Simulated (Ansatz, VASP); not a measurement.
## AgC: VASP beside Ansatz

Wanted: the spread between two codes on one cell, functional and k mesh. The cell is generated by rule, not measured, and may not be a known phase. The cell is taken from a series of runs on this material, whose earlier steps may have relaxed, scaled, displaced or heated it; both programs get it as it stands.

Calculated with Ansatz 0.2.0; plane waves, with VASP 6.6.1 beside it; relaxation of cell and atoms at LDA.

The structure was built from a prototype and need not be the compound's stable phase.

## 1. Starting point

The structure is cubic, space group Fm-3m (No. 225). The conventional cell has a = 4.527 Å, b = 4.527 Å, c = 4.527 Å, α = 90.00°, β = 90.00°, γ = 90.00°. Nearest to Ag lie 6 C at 2.26 Å. Nearest to C lie 6 Ag at 2.26 Å. Farther neighbours are not listed.

## 2. Ansatz: relaxation of cell and atoms, LDA

Ansatz runs on its default PAW (the set named soft_2) files.

The relaxed volume is the usual yardstick between codes: in a stiff, nearly cubic crystal its relative difference is about their pressure difference at one cell divided by the bulk modulus.

File input.yaml:

```yaml
crystal:
  lattice:
    - [0.0, 2.2635809533, 2.2635809533]
    - [2.2635809533, 0.0, 2.2635809533]
    - [2.2635809533, 2.2635809533, 0.0]
  atoms:
    - { symbol: Ag, position: [0.0, 0.0, 0.0] }
    - { symbol: C, position: [0.5, 0.5, 0.5] }
kpoints:
  mp_grid: { grid: [14, 14, 14] }
hamiltonian:
  xc: lda
scf:
  occupations: { method: gaussian, width: 0.1 }
output:
  forces: true
  stress: true
  eigenvalues: true
relax:
  adjacent_minimum: "off"
  f_tol: 0.005
  max_steps: 80
  cell: { stress_tol: 0.05 }
```

Started as:

```
$ ansatz run input.yaml --threads 4 --pin off --max-ram 7168MiB --backend cpu --events-out ev --progress --plain --runs-dir out
```

Numbers of over 12 decimals in the logs are rounded to 6 here.

The program printed:

```text
Engine: ansatz 0.2.0, aarch64-unknown-linux-gnu
Pseudopotentials: kind: paw
Pseudopotential: Ag, paw, valence charge 19, recommended cutoff 420 eV (normal), Ag.paw.azcp
Pseudopotential: C, paw, valence charge 4, recommended cutoff 420 eV (normal), C.paw.azcp
Functional definition: SPW92
  exchange = slater_x
  correlation = pw_c
Crystal: 2 atoms, lattice volume = 23.196 Å³
Basis set: ecut = 420 eV, 459 PW (Γ)
Bands: 16, of which v1, the nominal top of the filled ones, is band 12 counted from 1 (11 counted from 0)
Symmetry: 48 space group operations
Space group: Fm-3m (ITA 225), of the structure as read, at distance tolerance 2.9e-5 Å
k-points: 104 of 2744
Non-local potential: Ag, projectors of the file, l = 0: 3, l = 1: 2, l = 2: 2, l = 3: 1
Non-local potential: C, projectors of the file, l = 0: 2, l = 1: 2, l = 2: 1
PAW form: soft (Blöchl's): semilocal exchange-correlation on the pseudo side does not see the compensation charge
PAW frozen core: Ag, regenerated for the run's functional, and the local potential with it (the file was generated under x = pbe(κ = 0.804, μ = 0.219515), c = pbe(β = 0.066725))
PAW frozen core: C, regenerated for the run's functional, and the local potential with it (the file was generated under x = pbe(κ = 0.804, μ = 0.219515), c = pbe(β = 0.066725))
PAW one-centre angular grid: Ag, 590 points (default); XC on 64 Gauss nodes
PAW one-centre angular grid: C, 110 points (default); XC on 64 Gauss nodes
Initial density: superposition of atomic densities (neutral atoms: chi_scale 0, normalization atom), corrected by the library's trained network
Initial wavefunctions: pseudopotential atomic-orbital guess
Functional: x = slater, c = lda
SCF iter   1: F=—  HF=-7696.784442 eV  |F-HF|=—  |Δ(HF+E_count)|=         —  Δρ=1.20e-2  dr2=2.64e-2  ethr=1.77e-3  ⟨swp⟩=4.0  Hψ=7118  notcnv=0
preconditioner: auto → none  [metal: Δε(μ)=0.046 eV  Ē_g=12.700 eV  σ=0.100 eV  W_gap=0.25  n_scr=8 (ndim 8)  ℏωp=29.9 eV  f_vac=0.000  D(μ)=0.84/eV (n_scr^D=8)  sad-step TF]
SCF iter   2: F=—  HF=-7696.779554 eV  |F-HF|=—  |Δ(HF+E_count)|=   4.89e-3  Δρ=5.75e-3  dr2=6.03e-3  ethr=1.15e-4  ⟨swp⟩=1.0  Hψ=2496  notcnv=0
SCF iter   3: F=—  HF=-7696.778108 eV  |F-HF|=—  |Δ(HF+E_count)|=   1.45e-3  Δρ=6.69e-4  dr2=6.32e-5  ethr=2.62e-5  ⟨swp⟩=2.6  Hψ=2274  notcnv=0  defer=2
SCF iter   4: F=—  HF=-7696.778083 eV  |F-HF|=—  |Δ(HF+E_count)|=   2.47e-5  Δρ=5.48e-5  dr2=4.22e-7  ethr=2.75e-7  ⟨swp⟩=2.4  Hψ=2773  notcnv=0  defer=2
iter 5 did not close the SCF: its close was put off for the readings that it lacked (scf_convergence_deferred on its scf_iter line)
SCF iter   5: F=-7696.778083 eV  HF=-7696.778083 eV  |F-HF|=1.43e-9  |Δ(HF+E_count)|=   9.88e-8  Δρ=3.94e-6  dr2=2.58e-9  ethr=1.83e-9  ⟨swp⟩=2.3  Hψ=2857  notcnv=0  defer=2
SCF iter   6: F=-7696.778083 eV  HF=-7696.778083 eV  |F-HF|=2.18e-11  |Δ(HF+E_count)|=  2.53e-10  Δρ=3.90e-7  dr2=2.68e-11  ethr=1.12e-11  ⟨swp⟩=2.9  Hψ=5282  notcnv=0
SCF 1 converged in 6 iterations: F = -7696.778083 eV  dr2 = 2.68e-11
  greatest PAW one-centre occupation: 1.003 electrons in one spin orbital (limit 2), on the Ag atom at site 0 (counted from 0), in its partial waves of l = 0
relax step   1: F+E_penalty+E_count = -7696.77808305 eV  Δ(F+E_penalty+E_count) = +0.000e0 eV  max|allowed force component| = 1.808e-30 eV/Å  Δτ_max = 0.0000 Å  P = -0.691 GPa  Ω = 23.196 Å³  (6 SCF iters, dr2 threshold 1.00e-7 eV, accepted)
[...]
relax step   2: F+E_penalty+E_count = -7696.77841557 eV  Δ(F+E_penalty+E_count) = -3.325e-4 eV  max|allowed force component| = 2.564e-30 eV/Å  Δτ_max = 0.0000 Å  P = -0.006 GPa  Ω = 23.107 Å³  energy of the carried Pulay correction = +1.380e-4 eV  (6 SCF iters, dr2 threshold 2.00e-7 eV, accepted)
[...]
relax step   3: F+E_penalty+E_count = -7696.77830972 eV  Δ(F+E_penalty+E_count) = +1.058e-4 eV  max|allowed force component| = 2.202e-30 eV/Å  Δτ_max = 0.0000 Å  P = -0.011 GPa  Ω = 23.107 Å³  stress off target by 1.15e-2 GPa  SCF on the basis re-selected at this cell (its energy is not comparable with the rows above)  (8 SCF iters)
basis re-selected at this cell: Δ(F+E_penalty+E_count) = +1.058e-4 eV, ΔP = -0.005 GPa vs the last step (what re-selecting the basis moved, of the pressure what is left beyond the Pulay correction that the steps carried, after the strain that the cell walked since its last selection, with what the two solves' SCF thresholds leave and, on support functions, any second-order correction that the steps lacked; it is no m [...]
SCF converged after 8 iterations
Free energy (F): -7696.778310 eV
Harris-Foulkes:  -7696.778310 eV  (|F-HF|=9.09e-13)
Internal energy: -7696.774237 eV  (E = F + TS)
E sigma→0 (E₀):  -7696.776273 eV
Entropy (-TS):   -0.004073 eV (-2.036 meV/atom)
Fermi energy:    15.805346 eV
--- Per-component energies (eV) ---
  E_band       = -239.022230
  E_kinetic    = 608.529218
  E_local      = -2375.745255  (includes V_loc(G=0)·N_el)
  E_nonlocal   = 113.472008
  E_hartree    = 1061.209354
  E_xc         = -230.563151
  E_vxc        = -292.822087  (∫ρ·V_xc dr)
  E_paw        = -3858.241968  (= ΣΔE_a)
  E_vpaw       = -414.875092  (= ΣTr[D̂ρ^β])
  E_aug_tail   = 0.000270  (compensation charges beyond the density's cutoff)
  E_ewald      = -3016.222353
  E_core_change = 0.787640  (= ΣΔE_core)
  E_smearing   = -0.004073  (= −TS)
  E_closure    = 0.000000  (closes the sum)
  Σ components = -7696.778310   (vs F -7696.778310, Δ=0.00e0)
--- Forces (eV/Å), atoms counted from 1 ---
  atom   1  Ag    -0.00000000     0.00000000    -0.00000000
  atom   2  C      0.00000000    -0.00000000     0.00000000
  max |Σ_I F_I| component: 2.43e-30 eV/Å
--- Stress (GPa, compression-positive) ---
       -0.011460       0.000000       0.000000
        0.000000      -0.011460       0.000000
        0.000000       0.000000      -0.011460
  P = ⅓ Tr σ = -0.0115 GPa (-0.115 kbar)
--- Band table (eV; the first three rows and the last of 104) ---
  k-point 0: bands = [... 8 lower, 10.7357, 10.7357, 16.2791, 16.2791, 16.2791, 22.4663, 29.1920, 33.0110]
  k-point 1: bands = [... 8 lower, 10.6622, 10.6622, 16.0380, 16.4440, 16.4440, 22.7172, 28.9629, 32.7291]
  k-point 2: bands = [... 8 lower, 10.6788, 10.6788, 15.4506, 16.8832, 16.8832, 23.2992, 28.2442, 31.9523]
  k-point 103: bands = [... 8 lower, 11.7778, 13.4919, 13.7952, 13.9716, 15.2661, 24.5326, 27.0219, 27.3327]
--- Relaxed structure (2 steps of the walk, 2 accepted, 1 SCFs on fresh bases) ---
  F+E_penalty+E_count = -7696.77830972 eV   max|allowed force component| = 2.202e-30 eV/Å   (the final SCF, on the basis selected at the relaxed cell)
  cell:  # Å, volume = 23.1071 Å³
    - [0, 2.260678, 2.260678]
    - [2.260678, 0.0, 2.260678]
    - [2.260678, 2.260678, 0]
  atoms:
    - { symbol: Ag, position: [0, 0, 0] }
    - { symbol: C, position: [0.5, 0.5, 0.5] }
```

The column dr2 measures how far the density is from self-consistency, as an energy; F and HF (Harris–Foulkes) agree once it is small.

## 3. VASP: relaxation of cell and atoms, LDA

The same cell, functional (in two slightly different forms), mesh and smearing now go to VASP, with its own data sets.

Lines of VASP's logs that name or quote its potential files are left out, and so is its time.

File INCAR:

```
SYSTEM = AgC
PREC = Accurate
ENCUT = 600
EDIFF = 1E-07
NELM = 120
ISMEAR = 0
SIGMA = 0.1
LREAL = .FALSE.
ALGO = Normal
GGA = PW92
NBANDS = 13
LASPH = .TRUE.
LORBIT = 11
LWAVE = .FALSE.
LCHARG = .FALSE.
ISIF = 3
IBRION = 2
NSW = 80
EDIFFG = -0.005
GGA_COMPAT = .FALSE.
NELMIN = 4
KPAR = 2
```

File POSCAR:

```
AgC
1.0
    0.0000000000      2.2635810000      2.2635810000
    2.2635810000      0.0000000000      2.2635810000
    2.2635810000      2.2635810000      0.0000000000
Ag C
1 1
Direct
    0.0000000000      0.0000000000      0.0000000000
    0.5000000000      0.5000000000      0.5000000000
```

File KPOINTS:

```
Automatic mesh
0
Gamma
14 14 14
0 0 0
```

Potentials, in the order of the species: Ag and C (LDA family, release 64).

Started as:

```
$ mpirun -np 2 vasp_std
```

The program printed:

```text
[banner, memory and clock lines left out]
running    2 mpi-ranks, on    1 nodes
 distrk:  each k-point on    1 cores,    2 groups
 distr:  one band on    1 cores,    1 groups

 POSCAR found type information on POSCAR AgC
 POSCAR found :  2 types and       2 ions
|                                                                             |
|               ----> ADVICE to this user running VASP <----                  |
|                                                                             |
|     You enforced a specific xc type in the INCAR file but a different       |
|     [... a line on the potential file left out ...]
|     I HOPE YOU KNOW WHAT YOU ARE DOING!                                     |
|                                                                             |

 LDA part: xc-table for (Slater(with rela. corr.)+PW92), standard interpolation
 POSCAR, INCAR and KPOINTS ok, starting setup
 FFT: planning ... GRIDC
 FFT: planning ... GRID_SOFT
 FFT: planning ... GRID
 WAVECAR not read
 entering main loop
       N       E                     dE             d eps       ncg     rms          rms(c)
DAV:   1     0.723631001139E+02    0.72363E+02   -0.78734E+03  2720   0.118E+03
DAV:   2    -0.962567321954E+01   -0.81989E+02   -0.76338E+02  3274   0.247E+02
DAV:   3    -0.117974828375E+02   -0.21718E+01   -0.21428E+01  3034   0.407E+01
DAV:   4    -0.118064823080E+02   -0.89995E-02   -0.89977E-02  2959   0.307E+00
DAV:   5    -0.118065381693E+02   -0.55861E-04   -0.55861E-04  2974   0.236E-01    0.147E+01
DAV:   6    -0.103298295894E+02    0.14767E+01   -0.16821E+01  3045   0.503E+01    0.151E+01
DAV:   7    -0.958140720781E+01    0.74842E+00   -0.19451E+00  2709   0.185E+01    0.606E+00
DAV:   8    -0.955449884380E+01    0.26908E-01   -0.26490E-01  2849   0.571E+00    0.148E+00
DAV:   9    -0.954255875576E+01    0.11940E-01   -0.36239E-02  2764   0.221E+00    0.329E-01
DAV:  10    -0.954164224884E+01    0.91651E-03   -0.29023E-03  2889   0.469E-01    0.100E-01
DAV:  11    -0.954159557059E+01    0.46678E-04   -0.52705E-04  3174   0.240E-01    0.383E-02
DAV:  12    -0.954158600874E+01    0.95618E-05   -0.38776E-05  2734   0.739E-02    0.131E-02
DAV:  13    -0.954158534789E+01    0.66085E-06   -0.39472E-06  2974   0.159E-02    0.387E-03
DAV:  14    -0.954158520355E+01    0.14434E-06   -0.29964E-07  1908   0.682E-03    0.144E-03
DAV:  15    -0.954158518506E+01    0.18495E-07   -0.11099E-07  1514   0.269E-03
   1 F= -.95415852E+01 E0= -.95395816E+01  d E =-.954159E+01
 curvature:   0.00 expect dE= 0.000E+00 dE for cont linesearch  0.000E+00
 trial: gam= 0.00000 g(F)=  0.490E-61 g(S)=  0.606E-03 ort = 0.000E+00 (trialstep = 0.100E+01)
 search vector abs. value=  0.606E-03
 bond charge predicted
       N       E                     dE             d eps       ncg     rms          rms(c)
DAV:   1    -0.954932876348E+01   -0.77436E-02   -0.10535E-01  2759   0.389E+00    0.582E-01
DAV:   2    -0.954278456786E+01    0.65442E-02   -0.34115E-02  2829   0.240E+00    0.407E-01
DAV:   3    -0.954177200203E+01    0.10126E-02   -0.19344E-03  2810   0.566E-01    0.164E-01
DAV:   4    -0.954163782225E+01    0.13418E-03   -0.50651E-04  2764   0.201E-01    0.686E-02
DAV:   5    -0.954163653749E+01    0.12848E-05   -0.49171E-05  2854   0.595E-02    0.142E-02
DAV:   6    -0.954163172384E+01    0.48136E-05   -0.94297E-06  2729   0.285E-02    0.757E-04
DAV:   7    -0.954163182947E+01   -0.10563E-06   -0.81571E-07  2819   0.880E-03    0.131E-03
DAV:   8    -0.954163183931E+01   -0.98396E-08   -0.26604E-08  1402   0.178E-03
   2 F= -.95416318E+01 E0= -.95396060E+01  d E =-.466542E-04
 trial-energy change:   -0.000047  1 .order   -0.000048   -0.000606    0.000509
 step:   0.5411(harm=  0.5434)  dis= 0.00000  next Energy=    -9.541749 (dE=-0.164E-03)
 bond charge predicted
       N       E                     dE             d eps       ncg     rms          rms(c)
DAV:   1    -0.954335916957E+01   -0.17273E-02   -0.22212E-02  2749   0.179E+00    0.266E-01
DAV:   2    -0.954197617823E+01    0.13830E-02   -0.69443E-03  2814   0.109E+00    0.185E-01
DAV:   3    -0.954177907717E+01    0.19710E-03   -0.37320E-04  2795   0.247E-01    0.768E-02
DAV:   4    -0.954175100460E+01    0.28073E-04   -0.10482E-04  2764   0.945E-02    0.333E-02
DAV:   5    -0.954175042094E+01    0.58366E-06   -0.94420E-06  2874   0.267E-02    0.547E-03
DAV:   6    -0.954174977818E+01    0.64276E-06   -0.12081E-06  2754   0.939E-03    0.439E-04
DAV:   7    -0.954174979795E+01   -0.19775E-07   -0.75854E-08  1773   0.267E-03
   3 F= -.95417498E+01 E0= -.95397350E+01  d E =-.164613E-03
 curvature:  -0.27 expect dE=-0.143E-08 dE for cont linesearch -0.143E-08
 trial: gam=-0.00294 g(F)=  0.671E-62 g(S)=  0.527E-08 ort = 0.179E-05 (trialstep = 0.908E+00)
 search vector abs. value=  0.100E-09
 reached required accuracy - stopping structural energy minimisation
```

OUTCAR, selected parts (step 3):

```text
ion  position               nearest neighbor table
   1  0.000  0.000  0.000-   2 2.26   2 2.26   2 2.26   2 2.26   2 2.26   2 2.26
   2  0.500  0.500  0.500-   1 2.26   1 2.26   1 2.26   1 2.26   1 2.26   1 2.26

  LATTYP: Found a face centered cubic cell.
 ALAT       =     4.5271620000

 Subroutine GETGRP returns: Found 48 space group operations
 (whereof 48 operations were pure point group operations)

The static configuration has the point symmetry O_h .

 Found    104 irreducible k-points:

   k-points           NKPTS =    104   k-points in BZ     NKDIM =    104   number of bands    NBANDS=     13

   dimension x,y,z NGX =    28 NGY =   28 NGZ =   28
   dimension x,y,z NGXF=    56 NGYF=   56 NGZF=   56

   ENCUT  =  600.0 eV  44.10 Ry    6.64 a.u.   6.39  6.39  6.39*2*pi/ulx,y,z

   NELECT =      15.0000    total number of electrons

 k-points in reciprocal lattice and weights: Automatic mesh
   0.00000000  0.00000000  0.00000000       0.000
   0.07142857  0.00000000  0.00000000       0.003
   0.14285714  0.00000000  0.00000000       0.003
   0.21428571  0.00000000  0.00000000       0.003
   0.28571429  0.00000000  0.00000000       0.003
   0.35714286  0.00000000  0.00000000       0.003
   0.42857143  0.00000000  0.00000000       0.003
   0.50000000  0.00000000  0.00000000       0.001
   0.07142857  0.07142857  0.00000000       0.002
[...]
-0.28571429  0.42857143  0.21428571       0.009
  -0.28571429  0.50000000  0.21428571       0.004

 average (electrostatic) potential at core
       1 -71.6890       2 -51.2567

 E-fermi :   8.4948

 k-point     1 :       0.0000    0.0000    0.0000
  band No.  band energies     occupation
    ...
      2       3.1010      2.00000
      3       3.1010      2.00000
      4       3.1010      2.00000
      5       3.3906      2.00000
      6       3.3906      2.00000
      7       8.9771      0.00000
      8       8.9771      0.00000
      9       8.9771      0.00000
     10      15.1948      0.00000
     11      21.9516      0.00000
    ...

 k-point     2 :       0.0714    0.0000    0.0000
  band No.  band energies     occupation
    ...
      2       3.0469      2.00000
      3       3.1108      2.00000
      4       3.1108      2.00000
      5       3.3184      2.00000
      6       3.3184      2.00000
      7       8.7357      0.00066
      8       9.1401      0.00000
      9       9.1401      0.00000
     10      15.4438      0.00000
     11      21.7156      0.00000
    ...

 k-point     3 :       0.1429    0.0000    0.0000
  band No.  band energies     occupation
    ...
      3       2.9451      2.00000
      4       2.9451      2.00000
      5       3.3373      2.00000
      6       3.3373      2.00000
      7       8.1498      2.00000
      8       9.5761      0.00000
      9       9.5761      0.00000
     10      16.0220      0.00000
     11      20.9811      0.00000
     12      24.6838      0.00000
    ...

  Total       -0.0002699     -0.0002699     -0.0002699     -0.0000000      0.0000000      0.0000000
  in kB       -0.0187108     -0.0187108     -0.0187108     -0.0000000      0.0000000      0.0000000
  external PRESSURE =      -0.0187108 kB  Pullay stress =       0.0000000 kB

  energy-cutoff  :      600.00
  volume of cell :       23.11
      direct lattice vectors                 reciprocal lattice vectors
     0.000000000  2.260877717  2.260877717    -0.221153049  0.221153049  0.221153049
     2.260877717  0.000000000  2.260877717     0.221153049 -0.221153049  0.221153049
     2.260877717  2.260877717 -0.000000000     0.221153049  0.221153049 -0.221153049

 POSITION                                       TOTAL-FORCE (eV/Angst)
 -----------------------------------------------------------------------------------
      0.00000      0.00000      0.00000        -0.000000     -0.000000     -0.000000
      2.26088      2.26088      2.26088         0.000000      0.000000      0.000000
 -----------------------------------------------------------------------------------
    total drift:                               -0.000000      0.000000      0.000000

  FREE ENERGIE OF THE ION-ELECTRON SYSTEM (eV)
  ---------------------------------------------------
  free  energy   TOTEN  =        -9.5417497980 eV

  energy  without entropy=       -9.5377202183  energy(sigma->0) =       -9.53973501

 reached required accuracy - stopping structural energy minimisation

 total charge
# of ion       s       p       d       tot
------------------------------------------
    1        0.488   0.480   9.029   9.997
    2        0.926   1.259   0.000   2.185
--------------------------------------------------
tot          1.414   1.740   9.029  12.183

[... 3 further parts left out ...]
```

CONTCAR:

```
AgC
   1.00000000000000
     0.0000000000000000    2.2608777172488357    2.2608777172488357
     2.2608777172488357    0.0000000000000000    2.2608777172488357
     2.2608777172488357    2.2608777172488357   -0.0000000000000000
  Ag              C
     1     1
Direct
     0.0000000000000000    0.0000000000000000    0.0000000000000000
     0.5000000000000000    0.5000000000000000    0.5000000000000000
```

This run has no spin polarisation. Its electron count is odd, so without a moment it is a metal by construction. The run keeps the 48 symmetry operations of its start, so it cannot find a distortion of lower symmetry.

## 4. Comparison

Known differences besides the potentials themselves: the data sets hold 23 valence electrons in Ansatz (on its default PAW (the set named soft_2) files) and 15 in VASP; the cutoff is 420 eV in Ansatz and 600 eV in VASP; VASP's log shows a relativistic correction to its local exchange, Ansatz's none; Ansatz adds a Pulay correction to the stress that steers its cell, VASP none. Total energies have different zeros and are not compared.

Both answers:

| quantity | Ansatz | VASP | difference |
| --- | --- | --- | --- |
| volume (Å³) | 23.11 | 23.11 | -0.03 % |
| edge a after relaxation, in the typed setting (Å) | 3.197 | 3.197 | -0.01 % |

## 5. Summary of results

```json
{
 "difference in volume (relaxation of cell and atoms, LDA)": "-0.026 %"
}
```

The difference in volume is -0.026 % (relaxation of cell and atoms, LDA), within the 1.2 % picked in this series as the mark of a large difference, as far as the stopping tolerances let one tell. The data sets hold unlike numbers of valence electrons (23 in Ansatz and 15 in VASP), so part of the differences comes from the potentials. 1 further run of this series is not shown here. How closely two codes agree says nothing of how well the functional describes the real material.

[Lines on the potential files, build, host, timing and source positions are cut from VASP's logs without a mark.]

[Logs are printed without paths, hosts, clocks, repeated set-up lines and the standing remarks that a program may print on its own settings, such as how far it seeks lower states.]

[Hosts, paths, dates, database ids (printed as entryN), source tags and the programs' standing remarks are cut or masked in the printed files.]
